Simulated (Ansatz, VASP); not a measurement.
## Cross-check of BaH2 between VASP and Ansatz

Aim: how closely do two programs agree when they are given the same cell, functional and k mesh? The cell is taken from a series of runs on this material, whose earlier steps may have relaxed, scaled, displaced or heated it; both programs get it as it stands.

Calculated with Ansatz 0.2.0; plane waves, with VASP 6.6.1 beside it; dielectric response at LDA.

**1. Set-up**

The structure is orthorhombic, space group Pnma (No. 62). Conventional cell: a = 6.792 Å, b = 4.168 Å, c = 7.858 Å, α = 90.00°, β = 90.00°, γ = 90.00°. Ba has 9 H at 2.50 to 3.00 Å nearest. Nearest to H lie 5 Ba at 2.68 to 3.00 Å. Nearest to H lie 4 Ba at 2.50 to 2.68 Å. Farther neighbours are not listed.

Coordinates:

```cif
data_structure
_symmetry_space_group_name_H-M 'P 1'
_symmetry_Int_Tables_number 1
_cell_length_a 6.7920
_cell_length_b 4.1680
_cell_length_c 7.8580
_cell_angle_alpha 90.000
_cell_angle_beta 90.000
_cell_angle_gamma 90.000
_cell_volume 222.45
loop_
_atom_site_label
_atom_site_type_symbol
_atom_site_fract_x
_atom_site_fract_y
_atom_site_fract_z
_atom_site_occupancy
Ba1 Ba 0.26029 0.25000 0.88863 1
Ba2 Ba 0.23971 0.75000 0.38863 1
Ba3 Ba 0.76029 0.25000 0.61137 1
Ba4 Ba 0.73971 0.75000 0.11137 1
H5 H 0.04300 0.25000 0.17400 1
H6 H 0.45700 0.75000 0.67400 1
H7 H 0.54300 0.25000 0.32600 1
H8 H 0.95700 0.75000 0.82600 1
H9 H 0.64600 0.25000 0.91350 1
H10 H 0.85400 0.75000 0.41350 1
H11 H 0.14600 0.25000 0.58650 1
H12 H 0.35400 0.75000 0.08650 1
```

**2. VASP: dielectric response, LDA**

The response to a field tests empty states and converges slowly with the mesh.

Lines of VASP's logs that name or quote its potential files are left out, and so is its time.

INCAR

```
SYSTEM = BaH2
PREC = Accurate
ENCUT = 400
EDIFF = 1E-08
NELM = 120
ISMEAR = 0
SIGMA = 0.01
LREAL = .FALSE.
ALGO = Normal
GGA = CA
NBANDS = 36
LORBIT = 11
LWAVE = .FALSE.
LCHARG = .FALSE.
ISIF = 2
LEPSILON = .TRUE.
LASPH = .TRUE.
GGA_COMPAT = .FALSE.
EFERMI = MIDGAP
KPAR = 2
```

POSCAR

```
BaH2
1.0
    6.7920000000      0.0000000000      0.0000000000
    0.0000000000      4.1680000000      0.0000000000
    0.0000000000      0.0000000000      7.8580000000
Ba H
4 8
Direct
    0.2602900000      0.2500000000      0.8886300000
    0.2397100000      0.7500000000      0.3886300000
    0.7602900000      0.2500000000      0.6113700000
    0.7397100000      0.7500000000      0.1113700000
    0.0430000000      0.2500000000      0.1740000000
    0.4570000000      0.7500000000      0.6740000000
    0.5430000000      0.2500000000      0.3260000000
    0.9570000000      0.7500000000      0.8260000000
    0.6460000000      0.2500000000      0.9135000000
    0.8540000000      0.7500000000      0.4135000000
    0.1460000000      0.2500000000      0.5865000000
    0.3540000000      0.7500000000      0.0865000000
```

KPOINTS

```
Automatic mesh
0
Gamma
4 6 4
0 0 0
```

The projector-augmented-wave data sets are Ba_sv and H (LDA family, release 64).

Run with:

```bash
> mpirun -np 2 vasp_std
```

Numbers of over 12 decimals in the logs are rounded to 6 here.

Log:

```text
[banner, memory and clock lines left out]
running    2 mpi-ranks, on    1 nodes
 distrk:  each k-point on    1 cores,    2 groups
 distr:  one band on    1 cores,    1 groups

 POSCAR found type information on POSCAR BaH
 POSCAR found :  2 types and      12 ions
 LDA part: xc-table for (Slater(with rela. corr.)+CA(PZ))
 , standard interpolation
 POSCAR, INCAR and KPOINTS ok, starting setup
 FFT: planning ... GRIDC
 FFT: planning ... GRID_SOFT
 FFT: planning ... GRID
 WAVECAR not read
 entering main loop
       N       E                     dE             d eps       ncg     rms          rms(c)
DAV:   1     0.261620897176E+03    0.26162E+03   -0.17298E+04  2592   0.927E+02
DAV:   2    -0.271395558344E+02   -0.28876E+03   -0.27610E+03  3828   0.206E+02
DAV:   3    -0.454770618068E+02   -0.18338E+02   -0.18241E+02  3364   0.558E+01
DAV:   4    -0.460527668425E+02   -0.57571E+00   -0.57517E+00  4052   0.782E+00
DAV:   5    -0.460564713453E+02   -0.37045E-02   -0.37040E-02  3232   0.781E-01    0.108E+01
DAV:   6    -0.436651167396E+02    0.23914E+01   -0.27044E+00  3108   0.468E+00    0.587E+00
DAV:   7    -0.430907627785E+02    0.57435E+00   -0.27705E+00  3284   0.447E+00    0.135E+00
DAV:   8    -0.431050269316E+02   -0.14264E-01   -0.25414E-01  3104   0.149E+00    0.326E-01
DAV:   9    -0.431055250860E+02   -0.49815E-03   -0.34377E-02  3196   0.475E-01    0.225E-01
DAV:  10    -0.431045978781E+02    0.92721E-03   -0.72052E-03  3044   0.243E-01    0.346E-02
DAV:  11    -0.431046416774E+02   -0.43799E-04   -0.35977E-04  3496   0.610E-02    0.304E-02
DAV:  12    -0.431046324514E+02    0.92260E-05   -0.49239E-05  3324   0.200E-02    0.786E-03
DAV:  13    -0.431046325453E+02   -0.93860E-07   -0.19644E-06  3844   0.446E-03    0.547E-03
DAV:  14    -0.431046323130E+02    0.23225E-06   -0.10008E-06  3136   0.240E-03    0.201E-03
DAV:  15    -0.431046323103E+02    0.27026E-08   -0.69995E-08  2312   0.875E-04
   1 F= -.43104632E+02 E0= -.43104632E+02  d E =0.000000E+00
 Linear response reoptimize wavefunctions to high precision
DAV:   1    -0.431046323104E+02   -0.76852E-10   -0.77409E-09  2100   0.310E-04
DAV:   2    -0.431046323104E+02   -0.37289E-10   -0.84434E-10  1656   0.117E-04
 Linear response G [H, r] |phi>, progress :
  Direction:   1
       N       E                     dE             d eps       ncg     rms
RMM:   1    -0.164715684424E+03   -0.16472E+03    0.14766E+03  5488   0.108E+02
RMM:   2    -0.179608084793E+03   -0.14892E+02   -0.40051E+01  5080   0.178E+01
RMM:   3    -0.181013215741E+03   -0.14051E+01   -0.11549E+01  6054   0.629E+00
RMM:   4    -0.181126955149E+03   -0.11374E+00   -0.14417E+00  6004   0.182E+00
RMM:   5    -0.181142971763E+03   -0.16017E-01   -0.32864E-01  6190   0.708E-01
RMM:   6    -0.181147808773E+03   -0.48370E-02   -0.43218E-02  6180   0.232E-01
RMM:   7    -0.181148314170E+03   -0.50540E-03   -0.10050E-02  6412   0.920E-02
RMM:   8    -0.181148343151E+03   -0.28981E-04    0.48073E-03  6476   0.382E-02
RMM:   9    -0.181148373565E+03   -0.30414E-04    0.98312E-04  6473   0.182E-02
RMM:  10    -0.181148375233E+03   -0.16682E-05    0.51313E-04  6319   0.106E-02
RMM:  11    -0.181148378522E+03   -0.32889E-05   -0.19696E-04  5998   0.775E-03
RMM:  12    -0.181148379515E+03   -0.99280E-06   -0.78788E-04  5605   0.681E-03
RMM:  13    -0.181148378914E+03    0.60041E-06   -0.80654E-04  5321   0.640E-03
RMM:  14    -0.181148383841E+03   -0.49267E-05   -0.79133E-04  5240   0.627E-03
RMM:  15    -0.181148377676E+03    0.61648E-05   -0.68287E-04  5157   0.620E-03
 Linear response G [H, r] |phi>, progress :
  Direction:   2
       N       E                     dE             d eps       ncg     rms
RMM:   1    -0.165180444582E+03   -0.16518E+03    0.14442E+03  5422   0.105E+02
RMM:   2    -0.179459474678E+03   -0.14279E+02   -0.34356E+01  5006   0.165E+01
RMM:   3    -0.180723933454E+03   -0.12645E+01   -0.10080E+01  5746   0.574E+00
RMM:   4    -0.180829370620E+03   -0.10544E+00   -0.12658E+00  5876   0.172E+00
RMM:   5    -0.180843303379E+03   -0.13933E-01   -0.24239E-01  6044   0.653E-01
RMM:   6    -0.180847205749E+03   -0.39024E-02   -0.32157E-02  6046   0.214E-01
RMM:   7    -0.180847594017E+03   -0.38827E-03   -0.64380E-03  6108   0.808E-02
RMM:   8    -0.180847681116E+03   -0.87099E-04   -0.79357E-04  6151   0.345E-02
RMM:   9    -0.180847695611E+03   -0.14495E-04   -0.93035E-04  6105   0.161E-02
RMM:  10    -0.180847700391E+03   -0.47802E-05   -0.61756E-04  5945   0.964E-03
RMM:  11    -0.180847703957E+03   -0.35654E-05   -0.55803E-04  5703   0.686E-03
RMM:  12    -0.180847703942E+03    0.14901E-07   -0.64824E-04  5375   0.600E-03
RMM:  13    -0.180847703395E+03    0.54700E-06   -0.86077E-04  5107   0.559E-03
RMM:  14    -0.180847722283E+03   -0.18888E-04   -0.13099E-03  5023   0.546E-03
RMM:  15    -0.180847691811E+03    0.30472E-04   -0.83406E-04  4992   0.539E-03
RMM:  16    -0.180847711183E+03   -0.19372E-04   -0.91176E-04  4954   0.535E-03
 Linear response G [H, r] |phi>, progress :
[...]
RMM:   2    -0.180065567991E+03   -0.14838E+02   -0.41921E+01  5075   0.181E+01
RMM:   3    -0.181583486899E+03   -0.15179E+01   -0.11858E+01  6044   0.637E+00
RMM:   4    -0.181686272352E+03   -0.10279E+00   -0.13221E+00  5991   0.179E+00
RMM:   5    -0.181698705688E+03   -0.12433E-01   -0.23239E-01  6322   0.651E-01
[...]
RMM:  12    -0.221171104825E+01   -0.37234E-08   -0.60200E-07  3873   0.362E-04
RMM:  13    -0.221171104814E+01    0.11639E-09    0.29410E-07  3733   0.358E-04
RMM:  14    -0.221171104836E+01   -0.21921E-09   -0.12663E-06  3660   0.359E-04
 change of polarisation eV/A/(eV/A) component  2 :    -0.142     4.423     0.147
 dielectric tensor                  component  2 :    -0.116     4.598     0.120
 Linear response to external field (no local field effect), progress :
  Direction:   3
       N       E                     dE             d eps       ncg     rms          rms(c)
RMM:   1    -0.240430527764E+01   -0.24043E+01   -0.71322E+00  5843   0.439E+00
RMM:   2    -0.245857755127E+01   -0.54272E-01   -0.36294E-01  5957   0.124E+00
RMM:   3    -0.247553072968E+01   -0.16953E-01   -0.47983E-02  6336   0.369E-01
RMM:   4    -0.247697651375E+01   -0.14458E-02   -0.28391E-03  6212   0.888E-02
RMM:   5    -0.247707657886E+01   -0.10007E-03   -0.45637E-04  6332   0.296E-02
RMM:   6    -0.247708703244E+01   -0.10454E-04   -0.25597E-05  6333   0.849E-03
RMM:   7    -0.247708817533E+01   -0.11429E-05   -0.13822E-05  6523   0.334E-03
RMM:   8    -0.247708828784E+01   -0.11252E-06   -0.56359E-06  6331   0.130E-03
RMM:   9    -0.247708831622E+01   -0.28375E-07   -0.27397E-06  5678   0.751E-04
RMM:  10    -0.247708830821E+01    0.80134E-08   -0.18003E-06  4877   0.589E-04
RMM:  11    -0.247708830854E+01   -0.33586E-09   -0.18234E-06  4426   0.544E-04
RMM:  12    -0.247708831704E+01   -0.84952E-08   -0.34887E-07  4109   0.534E-04
RMM:  13    -0.247708832081E+01   -0.37712E-08   -0.17412E-06  3926   0.529E-04
RMM:  14    -0.247708831994E+01    0.86582E-09   -0.70872E-07  3853   0.528E-04
 change of polarisation eV/A/(eV/A) component  3 :     0.027     0.147     4.954
 dielectric tensor                  component  3 :     0.022     0.120     5.030
 Linear response to external field, progress :
  Direction:   1
       N       E                     dE             d eps       ncg     rms          rms(c)
RMM:   1    -0.228188719386E+01   -0.22819E+01   -0.64115E+00  5911   0.431E+00
RMM:   2    -0.233495750786E+01   -0.53070E-01   -0.31904E-01  5915   0.119E+00    0.207E+00
RMM:   3    -0.225062040049E+01    0.84337E-01   -0.13355E-01  4991   0.128E+00    0.115E+00
RMM:   4    -0.232491962855E+01   -0.74299E-01   -0.97583E-02  5012   0.116E+00    0.265E-01
RMM:   5    -0.236284747215E+01   -0.37928E-01   -0.13549E-02  5392   0.344E-01    0.438E-02
RMM:   6    -0.236372995917E+01   -0.88249E-03   -0.17586E-03  6220   0.102E-01    0.317E-02
RMM:   7    -0.236611107451E+01   -0.23811E-02   -0.15442E-04  6070   0.300E-02    0.102E-02
RMM:   8    -0.236583725603E+01    0.27382E-03    0.66331E-06  6142   0.112E-02    0.158E-03
RMM:   9    -0.236586899484E+01   -0.31739E-04   -0.50650E-05  6700   0.429E-03    0.103E-03
RMM:  10    -0.236590811772E+01   -0.39123E-04   -0.20083E-05  6147   0.156E-03    0.154E-04
RMM:  11    -0.236590109480E+01    0.70229E-05   -0.17181E-05  6564   0.757E-04    0.798E-05
RMM:  12    -0.236590288963E+01   -0.17948E-05   -0.18281E-05  6185   0.472E-04    0.208E-05
RMM:  13    -0.236590262383E+01    0.26581E-06   -0.17906E-05  5087   0.389E-04    0.158E-05
RMM:  14    -0.236590285463E+01   -0.23080E-06   -0.20591E-05  4324   0.366E-04    0.468E-06
 change of polarisation eV/A/(eV/A) component  1 :     4.370    -0.140     0.027
 dielectric tensor                  component  1 :     4.555    -0.114     0.022
 Linear response to external field, progress :
  Direction:   2
       N       E                     dE             d eps       ncg     rms          rms(c)
RMM:   1    -0.213252659371E+01   -0.21325E+01   -0.55879E+00  5776   0.423E+00
RMM:   2    -0.219488499631E+01   -0.62358E-01   -0.30954E-01  5769   0.110E+00    0.203E+00
RMM:   3    -0.211417747858E+01    0.80708E-01   -0.12501E-01  4814   0.126E+00    0.112E+00
RMM:   4    -0.218638108008E+01   -0.72204E-01   -0.99424E-02  4933   0.113E+00    0.264E-01
RMM:   5    -0.222312871260E+01   -0.36748E-01   -0.13594E-02  5191   0.337E-01    0.391E-02
RMM:   6    -0.222405335251E+01   -0.92464E-03   -0.13255E-03  5943   0.944E-02    0.284E-02
RMM:   7    -0.222696091452E+01   -0.29076E-02   -0.15263E-04  5607   0.290E-02    0.690E-03
RMM:   8    -0.222580263044E+01    0.11583E-02   -0.18904E-05  5965   0.111E-02    0.968E-04
RMM:   9    -0.222580209454E+01    0.53591E-06   -0.16658E-05  6417   0.388E-03    0.554E-04
RMM:  10    -0.222582162214E+01   -0.19528E-04   -0.17540E-06  5732   0.145E-03    0.180E-04
RMM:  11    -0.222582904594E+01   -0.74238E-05   -0.24778E-06  6078   0.649E-04    0.682E-05
RMM:  12    -0.222582819374E+01    0.85220E-06   -0.74333E-07  5470   0.413E-04    0.885E-06
 change of polarisation eV/A/(eV/A) component  2 :    -0.140     4.102     0.145
 dielectric tensor                  component  2 :    -0.113     4.337     0.118
 Linear response to external field, progress :
  Direction:   3
       N       E                     dE             d eps       ncg     rms          rms(c)
RMM:   1    -0.240430527764E+01   -0.24043E+01   -0.71322E+00  5843   0.439E+00
RMM:   2    -0.245856312890E+01   -0.54258E-01   -0.36279E-01  5957   0.124E+00    0.210E+00
RMM:   3    -0.238439170459E+01    0.74171E-01   -0.12194E-01  4974   0.125E+00    0.118E+00
RMM:   4    -0.246737011927E+01   -0.82978E-01   -0.94569E-02  4985   0.116E+00    0.256E-01
RMM:   5    -0.250306145079E+01   -0.35691E-01   -0.16186E-02  5615   0.345E-01    0.474E-02
RMM:   6    -0.250495735742E+01   -0.18959E-02   -0.13562E-03  6320   0.959E-02    0.330E-02
RMM:   7    -0.250784950759E+01   -0.28922E-02   -0.10272E-04  5709   0.287E-02    0.646E-03
RMM:   8    -0.250698225611E+01    0.86725E-03   -0.12074E-06  6295   0.106E-02    0.159E-03
RMM:   9    -0.250706798516E+01   -0.85729E-04   -0.59954E-06  6621   0.387E-03    0.465E-04
RMM:  10    -0.250704399830E+01    0.23987E-04    0.30509E-06  6000   0.161E-03    0.143E-04
RMM:  11    -0.250704487168E+01   -0.87338E-06    0.70098E-06  6695   0.833E-04    0.761E-05
RMM:  12    -0.250704523251E+01   -0.36083E-06    0.22348E-06  6277   0.572E-04    0.283E-05
RMM:  13    -0.250704542575E+01   -0.19324E-06    0.41942E-06  4966   0.495E-04    0.141E-05
RMM:  14    -0.250704572381E+01   -0.29807E-06    0.46180E-06  4114   0.479E-04    0.476E-06
 change of polarisation eV/A/(eV/A) component  3 :     0.027     0.145     4.639
 dielectric tensor                  component  3 :     0.022     0.118     4.774
 Born effective charges drift removed
```

Parts of OUTCAR (step 2):

```text
ion  position               nearest neighbor table
   1  0.260  0.250  0.889-  11 2.50   9 2.63  12 2.68  12 2.68   5 2.68   3 4.03   3 4.03   4 4.24
                             4 4.24   2 4.45   2 4.45   2 4.45   2 4.45   4 4.46   4 4.46
   2  0.240  0.750  0.389-  12 2.50  10 2.63  11 2.68  11 2.68   6 2.68   4 4.03   4 4.03   3 4.24
                             3 4.24   1 4.45   1 4.45   1 4.45   1 4.45   3 4.46   3 4.46
   3  0.760  0.250  0.611-   9 2.50  11 2.63  10 2.68  10 2.68   7 2.68   1 4.03   1 4.03   2 4.24
                             2 4.24   4 4.45   4 4.45   4 4.45   4 4.45   2 4.46   2 4.46
   4  0.740  0.750  0.111-  10 2.50  12 2.63   9 2.68   9 2.68   8 2.68   2 4.03   2 4.03   1 4.24
                             1 4.24   3 4.45   3 4.45   3 4.45   3 4.45   1 4.46   1 4.46
   5  0.043  0.250  0.174-   1 2.68
   6  0.457  0.750  0.674-   2 2.68
   7  0.543  0.250  0.326-   3 2.68
   8  0.957  0.750  0.826-   4 2.68
   9  0.646  0.250  0.913-   3 2.50   1 2.63   4 2.68   4 2.68
  10  0.854  0.750  0.413-   4 2.50   2 2.63   3 2.68   3 2.68
  11  0.146  0.250  0.587-   1 2.50   3 2.63   2 2.68   2 2.68
  12  0.354  0.750  0.087-   2 2.50   4 2.63   1 2.68   1 2.68

  LATTYP: Found a simple orthorhombic cell.
 ALAT       =     4.1680000000
 B/A-ratio  =     1.6295585413
 C/A-ratio  =     1.8853166987

 Subroutine GETGRP returns: Found  8 space group operations
 (whereof  2 operations were pure point group operations)

The static configuration has the point symmetry S_2 .
 The point group associated with its full space group is D_2h.

 Found     36 irreducible k-points:

   k-points           NKPTS =     36   k-points in BZ     NKDIM =     36   number of bands    NBANDS=     36

   dimension x,y,z NGX =    48 NGY =   28 NGZ =   54
   dimension x,y,z NGXF=    96 NGYF=   56 NGZF=  108

   ENCUT  =  400.0 eV  29.40 Ry    5.42 a.u.  11.08  6.80 12.81*2*pi/ulx,y,z

   NELECT =      48.0000    total number of electrons

 k-points in reciprocal lattice and weights: Automatic mesh
   0.00000000  0.00000000  0.00000000       0.010
   0.25000000  0.00000000  0.00000000       0.021
   0.50000000  0.00000000  0.00000000       0.010
   0.00000000  0.16666667  0.00000000       0.021
   0.25000000  0.16666667  0.00000000       0.042
   0.50000000  0.16666667  0.00000000       0.021
   0.00000000  0.33333333  0.00000000       0.021
   0.25000000  0.33333333  0.00000000       0.042
   0.50000000  0.33333333  0.00000000       0.021
[...]
0.25000000  0.50000000  0.50000000       0.021
   0.50000000  0.50000000  0.50000000       0.010

 average (electrostatic) potential at core
       1 -37.5781       2 -37.5781       3 -37.5781       4 -37.5781       5 -33.2477
       6 -33.2477       7 -33.2477       8 -33.2477       9 -33.3282      10 -33.3282
      11 -33.3282      12 -33.3282

  Total       -2.8039778     -4.2191659     -2.1904772     -0.0000000      0.0000000      0.0000000
  in kB      -20.1951809    -30.3878359    -15.7765455     -0.0000000      0.0000000      0.0000000
  external PRESSURE =     -22.1198541 kB  Pullay stress =       0.0000000 kB

  energy-cutoff  :      400.00
  volume of cell :      222.45
      direct lattice vectors                 reciprocal lattice vectors
     6.792000000  0.000000000  0.000000000     0.147232038  0.000000000  0.000000000
     0.000000000  4.168000000  0.000000000     0.000000000  0.239923225  0.000000000
     0.000000000  0.000000000  7.858000000     0.000000000  0.000000000  0.127258844

 POSITION                                       TOTAL-FORCE (eV/Angst)
 -----------------------------------------------------------------------------------
      1.76789      1.04200      6.98285         0.054396      0.000000      0.123278
      1.62811      3.12600      3.05385        -0.054396     -0.000000      0.123278
      5.16389      1.04200      4.80415         0.054396      0.000000     -0.123278
      5.02411      3.12600      0.87515        -0.054396      0.000000     -0.123278
      0.29206      1.04200      1.36729        -0.138770     -0.000000      0.113543
      3.10394      3.12600      5.29629         0.138770     -0.000000      0.113543
      3.68806      1.04200      2.56171        -0.138770      0.000000     -0.113543
      6.49994      3.12600      6.49071         0.138770      0.000000     -0.113543
      4.38763      1.04200      7.17828        -0.061618      0.000000      0.318536
      5.80037      3.12600      3.24928         0.061618      0.000000      0.318536
      0.99163      1.04200      4.60872        -0.061618      0.000000     -0.318536
      2.40437      3.12600      0.67972         0.061618      0.000000     -0.318536
 -----------------------------------------------------------------------------------
    total drift:                                0.000000      0.000000      0.000000

 MACROSCOPIC STATIC DIELECTRIC TENSOR (including local field effects in DFT)
 ------------------------------------------------------
           4.555028     0.000000     0.000000
           0.000000     4.336938     0.000000
           0.000000     0.000000     4.773738
 ------------------------------------------------------

 PIEZOELECTRIC TENSOR (including local field effects)  for field in x, y, z        (C/m^2)
          XX          YY          ZZ          XY          YZ          ZX
  --------------------------------------------------------------------------------
  x     0.00000     0.00000     0.00000     0.00000     0.00000     0.00000
  y     0.00000     0.00000     0.00000     0.00000     0.00000     0.00000
  z     0.00000     0.00000     0.00000     0.00000     0.00000     0.00000

 BORN EFFECTIVE CHARGES (including local field effects) (in |e|, cummulative output)
 ---------------------------------------------------------------------------------
 ion    1
    1     2.03929     0.00000    -0.00968
    2     0.00000     1.96740     0.00000
    3     0.13452     0.00000     2.18587
 ion    2
    1     2.03929     0.00000     0.00968
    2     0.00000     1.96740     0.00000
    3    -0.13452     0.00000     2.18587
 ion    3
    1     2.03929     0.00000     0.00968
    2     0.00000     1.96740     0.00000
    3    -0.13452     0.00000     2.18587
 ion    4
    1     2.03929     0.00000    -0.00968
    2     0.00000     1.96740     0.00000
    3     0.13452     0.00000     2.18587
 ion    5
    1    -1.03415     0.00000    -0.00272
    2     0.00000    -1.07521     0.00000
    3    -0.04709     0.00000    -1.08036
 ion    6
    1    -1.03415     0.00000     0.00272
    2     0.00000    -1.07521     0.00000
    3     0.04709     0.00000    -1.08036
 ion    7
    1    -1.03415     0.00000     0.00272
    2     0.00000    -1.07521     0.00000
    3     0.04709     0.00000    -1.08036
 ion    8
    1    -1.03415     0.00000    -0.00272
    2     0.00000    -1.07521     0.00000
    3    -0.04709     0.00000    -1.08036
 ion    9
    1    -1.00514     0.00000    -0.01695
    2     0.00000    -0.89220     0.00000
    3    -0.02976    -0.00000    -1.10551
 ion   10
    1    -1.00514     0.00000     0.01695
    2     0.00000    -0.89220     0.00000
    3     0.02976    -0.00000    -1.10551
 ion   11
    1    -1.00514     0.00000     0.01695
    2     0.00000    -0.89220     0.00000
    3     0.02976     0.00000    -1.10551
 ion   12
    1    -1.00514     0.00000    -0.01695
    2     0.00000    -0.89220     0.00000
    3    -0.02976    -0.00000    -1.10551
```

(Continued in part 2 of 2.)

[Lines on the potential files, build, host, timing and source positions are cut from VASP's logs without a mark.]

[Logs are printed without paths, hosts, clocks, repeated set-up lines and the standing remarks that a program may print on its own settings, such as how far it seeks lower states.]

[Hosts, paths, dates, database ids (printed as entryN), source tags and the programs' standing remarks are cut or masked in the printed files.]
